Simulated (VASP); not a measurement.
# A VASP study of CaO (Lime) (r2SCAN + rVV10): structure first, properties next, part 2 of 6

What structure does CaO (Lime) take at this level, and what are its properties? The start is a cell from a database of measured crystal structures.

VASP 6.6.1; r2SCAN with rVV10; plane waves and PAW (Ca_sv, O).

So far, gap on the k-mesh (eV): step 2 (full relaxation (r2SCAN + rVV10)) 4.15.

## (3) Second relaxation

The basis stayed that of the start cell while the cell moved. A rerun from the cell reached resets it; the error of the finite cutoff stays.

The input, INCAR:

```
SYSTEM = CaO
PREC = Accurate
ENCUT = 520
EDIFF = 1E-06
NELM = 100
ISMEAR = 0
SIGMA = 0.05
LREAL = .FALSE.
ALGO = Normal
METAGGA = R2SCAN
LUSE_VDW = .TRUE.
IVDW_NL = 2
BPARAM = 11.95
CPARAM = 0.0093
LASPH = .TRUE.
NBANDS = 14
LORBIT = 11
LWAVE = .FALSE.
LCHARG = .FALSE.
KPAR = 2
IBRION = 2
NSW = 60
ISIF = 3
EDIFFG = -0.01
```

The input, POSCAR:

```
CaO
1.0
    0.0000000000      2.3979663687      2.3979663687
    2.3979663687      0.0000000000      2.3979663687
    2.3979663687      2.3979663687      0.0000000000
Ca O
1 1
Direct
    0.0000000000      0.0000000000      0.0000000000
    0.5000000000      0.5000000000      0.5000000000
```

The input, KPOINTS:

```
Automatic mesh
0
Gamma
10 10 10
0 0 0
```

The projector-augmented-wave data sets are Ca_sv and O (PBE family, release 64).

Started as:

```bash
> mpirun -np 2 vasp_std
```

The program printed:

```text
[banner, memory and clock lines left out]
running    2 mpi-ranks, on    1 nodes
 distrk:  each k-point on    1 cores,    2 groups
 distr:  one band on    1 cores,    1 groups

 POSCAR found type information on POSCAR CaO
 POSCAR found :  2 types and       2 ions
 [... a notice as in an earlier step ...]

 [... a notice as in an earlier step ...]

 LDA part: xc-table for (None), standard interpolation
 POSCAR, INCAR and KPOINTS ok, starting setup
 FFT: planning ... GRIDC
 FFT: planning ... GRID_SOFT
 FFT: planning ... GRID
 WAVECAR not read
 entering main loop
       N       E                     dE             d eps       ncg     rms          rms(c)
Total rVV10 correction in eV:      0.3661146    16.0032792
Total rVV10 correction in eV:      0.3661146    16.0032792
DAV:   1     0.120891515205E+03    0.12089E+03   -0.85062E+03  1316   0.119E+03
DAV:   2    -0.188480378701E+02   -0.13974E+03   -0.13065E+03  1660   0.313E+02
DAV:   3    -0.246376846725E+02   -0.57896E+01   -0.57416E+01  1478   0.677E+01
DAV:   4    -0.248441153546E+02   -0.20643E+00   -0.20610E+00  2002   0.106E+01
DAV:   5    -0.248464539348E+02   -0.23386E-02   -0.23385E-02  1456   0.117E+00    0.761E+00
Total rVV10 correction in eV:      0.3915777    16.0032788
Total rVV10 correction in eV:      0.3915777    16.0032788
DAV:   6    -0.189067785961E+02    0.59397E+01   -0.36898E+00  1682   0.246E+01    0.261E+00
Total rVV10 correction in eV:      0.4016396    16.0032789
Total rVV10 correction in eV:      0.4016396    16.0032789
DAV:   7    -0.190362528284E+02   -0.12947E+00   -0.56146E-01  1334   0.554E+00    0.196E+00
Total rVV10 correction in eV:      0.4159587    16.0032789
Total rVV10 correction in eV:      0.4159587    16.0032789
DAV:   8    -0.190739438712E+02   -0.37691E-01   -0.23554E-01  1352   0.511E+00    0.143E+00
Total rVV10 correction in eV:      0.4181120    16.0032789
Total rVV10 correction in eV:      0.4181120    16.0032789
DAV:   9    -0.190352897519E+02    0.38654E-01   -0.10873E-01  1450   0.325E+00    0.123E-01
Total rVV10 correction in eV:      0.4171870    16.0032789
Total rVV10 correction in eV:      0.4171870    16.0032789
DAV:  10    -0.190348961195E+02    0.39363E-03   -0.55944E-03  1420   0.705E-01    0.805E-02
Total rVV10 correction in eV:      0.4171106    16.0032789
Total rVV10 correction in eV:      0.4171106    16.0032789
DAV:  11    -0.190350697688E+02   -0.17365E-03   -0.93915E-04  1412   0.261E-01    0.550E-02
Total rVV10 correction in eV:      0.4175733    16.0032789
Total rVV10 correction in eV:      0.4175733    16.0032789
DAV:  12    -0.190349874413E+02    0.82328E-04   -0.24964E-04  1508   0.141E-01    0.109E-02
Total rVV10 correction in eV:      0.4175987    16.0032789
Total rVV10 correction in eV:      0.4175987    16.0032789
DAV:  13    -0.190349908545E+02   -0.34132E-05   -0.16902E-05  1576   0.418E-02    0.858E-03
Total rVV10 correction in eV:      0.4176154    16.0032789
Total rVV10 correction in eV:      0.4176154    16.0032789
DAV:  14    -0.190349910335E+02   -0.17904E-06   -0.35734E-07   736   0.614E-03
Total rVV10 correction in eV:      0.4175785    16.0032789
Total rVV10 correction in eV:      0.4175785    16.0032789
Total rVV10 correction in eV:      0.4176077    16.0032789
Total rVV10 correction in eV:      0.4176077    16.0032789
   1 F= -.19034991E+02 E0= -.19034991E+02  d E =-.190350E+02
 curvature:   0.00 expect dE= 0.000E+00 dE for cont linesearch  0.000E+00
 trial: gam= 0.00000 g(F)=  0.871E-60 g(S)=  0.603E-04 ort = 0.000E+00 (trialstep = 0.100E+01)
 search vector abs. value=  0.603E-04
 bond charge predicted
       N       E                     dE             d eps       ncg     rms          rms(c)
Total rVV10 correction in eV:      0.4176602    16.0032789
Total rVV10 correction in eV:      0.4176602    16.0032789
DAV:   1    -0.190354702420E+02   -0.47939E-03   -0.12089E-02  1340   0.121E+00    0.147E-01
Total rVV10 correction in eV:      0.4172897    16.0032789
Total rVV10 correction in eV:      0.4172897    16.0032789
DAV:   2    -0.190350518548E+02    0.41839E-03   -0.12042E-03  1628   0.322E-01    0.567E-02
Total rVV10 correction in eV:      0.4172755    16.0032789
Total rVV10 correction in eV:      0.4172755    16.0032789
DAV:   3    -0.190349755020E+02    0.76353E-04   -0.11921E-04  2134   0.143E-01    0.212E-02
Total rVV10 correction in eV:      0.4172240    16.0032789
Total rVV10 correction in eV:      0.4172240    16.0032789
DAV:   4    -0.190349666793E+02    0.88227E-05   -0.55278E-05  2078   0.717E-02    0.627E-03
Total rVV10 correction in eV:      0.4172240    16.0032789
Total rVV10 correction in eV:      0.4172240    16.0032789
DAV:   5    -0.190349668989E+02   -0.21956E-06   -0.56580E-07   958   0.850E-03
Total rVV10 correction in eV:      0.4172158    16.0032789
Total rVV10 correction in eV:      0.4172158    16.0032789
Total rVV10 correction in eV:      0.4172314    16.0032789
Total rVV10 correction in eV:      0.4172314    16.0032789
   2 F= -.19034967E+02 E0= -.19034967E+02  d E =0.241346E-04
 trial-energy change:    0.000024  1 .order   -0.000007   -0.000060    0.000046
 step:   0.5676(harm=  0.5676)  dis= 0.00000  next Energy=   -19.035008 (dE=-0.171E-04)
 bond charge predicted
       N       E                     dE             d eps       ncg     rms          rms(c)
Total rVV10 correction in eV:      0.4172087    16.0032789
Total rVV10 correction in eV:      0.4172087    16.0032789
DAV:   1    -0.190350822684E+02   -0.11559E-03   -0.22772E-03  1376   0.524E-01    0.639E-02
Total rVV10 correction in eV:      0.4173642    16.0032789
Total rVV10 correction in eV:      0.4173642    16.0032789
DAV:   2    -0.190350084248E+02    0.73844E-04   -0.21981E-04  1622   0.138E-01    0.266E-02
Total rVV10 correction in eV:      0.4173699    16.0032789
Total rVV10 correction in eV:      0.4173699    16.0032789
DAV:   3    -0.190349967682E+02    0.11657E-04   -0.19997E-05  1942   0.621E-02    0.107E-02
Total rVV10 correction in eV:      0.4173927    16.0032789
Total rVV10 correction in eV:      0.4173927    16.0032789
DAV:   4    -0.190349945136E+02    0.22545E-05   -0.10336E-05  2038   0.334E-02    0.198E-03
Total rVV10 correction in eV:      0.4173924    16.0032789
Total rVV10 correction in eV:      0.4173924    16.0032789
DAV:   5    -0.190349942310E+02    0.28263E-06   -0.13042E-07   700   0.475E-03
Total rVV10 correction in eV:      0.4173928    16.0032789
Total rVV10 correction in eV:      0.4173928    16.0032789
Total rVV10 correction in eV:      0.4173906    16.0032789
Total rVV10 correction in eV:      0.4173906    16.0032789
   3 F= -.19034994E+02 E0= -.19034994E+02  d E =-.319745E-05
 curvature:  -0.28 expect dE=-0.340E-05 dE for cont linesearch -0.340E-05
 trial: gam= 0.00000 g(F)=  0.274E-59 g(S)=  0.120E-04 ort =-0.269E-04 (trialstep = 0.914E+00)
 search vector abs. value=  0.120E-04
 reached required accuracy - stopping structural energy minimisation
```

The job ended after 3 min (2 MPI ranks of AMD EPYC 7R43, shared host; peak memory 0.48 GiB).

OUTCAR, selected parts (step 3):

```text
  LATTYP: Found a face centered cubic cell.
 ALAT       =     4.7959327374

The static configuration has the point symmetry O_h .

 Found     47 irreducible k-points:

   ENCUT  =  520.0 eV  38.22 Ry    6.18 a.u.   6.31  6.31  6.31*2*pi/ulx,y,z

   NELECT =      16.0000    total number of electrons

 E-fermi :   2.2587

 k-point     1 :       0.0000    0.0000    0.0000
  band No.  band energies     occupation
    ...
      4     -16.8323      2.00000
      5     -14.4498      2.00000
      6       2.0391      2.00000
      7       2.0391      2.00000
      8       2.0391      2.00000
      9       7.4676      0.00000
     10       8.9054      0.00000
     11       8.9054      0.00000
     12       8.9054      0.00000
     13      10.5345      0.00000
    ...

 k-point     2 :       0.1000    0.0000    0.0000
  band No.  band energies     occupation
    ...
      4     -16.8373      2.00000
      5     -14.2731      2.00000
      6       1.6884      2.00000
      7       1.9000      2.00000
      8       1.9000      2.00000
      9       7.9251      0.00000
     10       8.8652      0.00000
     11       9.0834      0.00000
     12       9.0835      0.00000
     13      10.7818      0.00000
    ...

  Total        0.0128682      0.0128682      0.0128682      0.0000000     -0.0000000      0.0000000
  in kB        0.7484877      0.7484877      0.7484877      0.0000000     -0.0000000      0.0000000
  external PRESSURE =       0.7484877 kB  Pullay stress =       0.0000000 kB

  energy-cutoff  :      520.00
  volume of cell :       27.55
      direct lattice vectors                 reciprocal lattice vectors
     0.000000000  2.397018543  2.397018543    -0.208592462  0.208592462  0.208592462
     2.397018543  0.000000000  2.397018543     0.208592462 -0.208592462  0.208592462
     2.397018543  2.397018543 -0.000000000     0.208592462  0.208592462 -0.208592462

 POSITION                                       TOTAL-FORCE (eV/Angst)
 -----------------------------------------------------------------------------------
      0.00000      0.00000      0.00000        -0.000000      0.000000      0.000000
      2.39702      2.39702      2.39702         0.000000     -0.000000     -0.000000
 -----------------------------------------------------------------------------------
    total drift:                                0.000000      0.000000      0.000000

  FREE ENERGIE OF THE ION-ELECTRON SYSTEM (eV)
  ---------------------------------------------------
  free  energy   TOTEN  =       -19.0349942310 eV

  energy  without entropy=      -19.0349942310  energy(sigma->0) =      -19.03499423

 total charge
# of ion       s       p       d       tot
------------------------------------------
    1        2.037   5.883   0.284   8.205
    2        1.553   3.479   0.000   5.032
--------------------------------------------------
tot          3.590   9.362   0.284  13.236

[... 5 parts as in an earlier step ...]

[... 6 further parts left out ...]
```

CONTCAR:

```
CaO
   1.00000000000000
     0.0000000000000000    2.3970185428764381    2.3970185428764381
     2.3970185428764381    0.0000000000000000    2.3970185428764381
     2.3970185428764381    2.3970185428764381   -0.0000000000000000
  Ca              O
     1     1
Direct
     0.0000000000000000    0.0000000000000000    0.0000000000000000
     0.5000000000000000    0.5000000000000000    0.5000000000000000
```

Little changed from the start: no atom moved by 0.005 Å and no cell edge by 0.1 %.

This step gave:

```yaml
free_energy_toten: -19.03 eV
fermi_energy: 2.259 eV
pressure: 0.07485 GPa
scf_cycles_over_all_ionic_steps: 24
```

It ends with forces that vanish by symmetry and a pressure of 0.07 GPa. The volume moved by only 0.12 %, so the volume is settled.

(Part 2 of 6 ends here.)

[Lines on the potential files, build, host, timing and source positions are cut from VASP's logs without a mark.]

[Logs are printed without paths, hosts, clocks, repeated set-up lines and the standing remarks that a program may print on its own settings, such as how far it seeks lower states.]

[Hosts, paths, dates, database ids (printed as entryN), source tags and the programs' standing remarks are cut or masked in the printed files.]

[A measured line is paired with the nearest computed mode of its activity, which favours agreement.]
